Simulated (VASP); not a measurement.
An input for Ansatz (written as the equivalent of a VASP run, and not itself run):

Ansatz 0.2 input:
```yaml
crystal:
  lattice:
    - [4.2242768, -2.2925858, 0.0087231]
    - [4.2242768, 2.2925858, 0.0087231]
    - [2.9722700, 0.0000000, 3.7770559]
  atoms:
    - { symbol: Bi, position: [0.2343709, 0.2343709, 0.2343709] }
    - { symbol: Bi, position: [0.7656291, 0.7656291, 0.7656291] }
kpoints:
  mp_grid: { grid: [9, 9, 9] }
hamiltonian:
  xc: pbe
  pseudopotentials: { kind: paw }
scf:
  occupations: { method: methfessel_paxton, width: 0.1 }
  max_iter: 100
relax:
  max_steps: 60
  f_tol: 0.01
  cell: {}
output: { forces: true, stress: true, eigenvalues: true }
```

### Question
Write the VASP files for the same calculation (PBE).

### Answer
Several could match; the one computed here: 
File POSCAR:
```
Bi
1.0
  4.2242767997  -2.2925857526   0.0087230680
  4.2242767997   2.2925857526   0.0087230680
  2.9722700176   0.0000000000   3.7770558504
Bi
2
Direct
  0.2343709356   0.2343709356   0.2343709356
  0.7656290644   0.7656290644   0.7656290644
```

INCAR:
```
! general
SYSTEM  = Bi
PREC    = Accurate
ENCUT   = 400
LREAL   = .False.   ! projection in real space or not
LASPH   = .True.

! electronic loop
EDIFF   = 1E-6   ! SCF stop (eV)
NELM    = 100   ! most electronic steps
ALGO    = Normal   ! blocked Davidson
LMAXMIX = 4   ! l cut-off of mixed one-centre charges

! smearing
ISMEAR  = 1   ! Methfessel-Paxton
SIGMA   = 0.1

! functional
GGA     = PE   ! PBE

! ions
IBRION  = 2
NSW     = 60   ! most ionic steps
ISIF    = 3   ! ions, shape and volume
EDIFFG  = -0.01   ! ionic stop

! output
LWAVE   = .False.
LCHARG  = .False.
```

File KPOINTS:
```
kpoints
0
gamma
 9 9 9
```

POTCAR, in this order: Bi_d (PBE.64 set). Program: vasp_std.

Limits of the translation: each code has its own PAW files, so the cut-off isn't converted (ENCUT is set for VASP's; basis.ecutwfc is left out, and Ansatz then takes the one that its files recommend); Ansatz stops its SCF on the density residual and VASP on the energy change (EDIFF).

The compound is Bi in the a7 structure. This run relaxes it. Symmetry was kept, so distortions that lower it aren't found. The start is the result of an earlier pass.
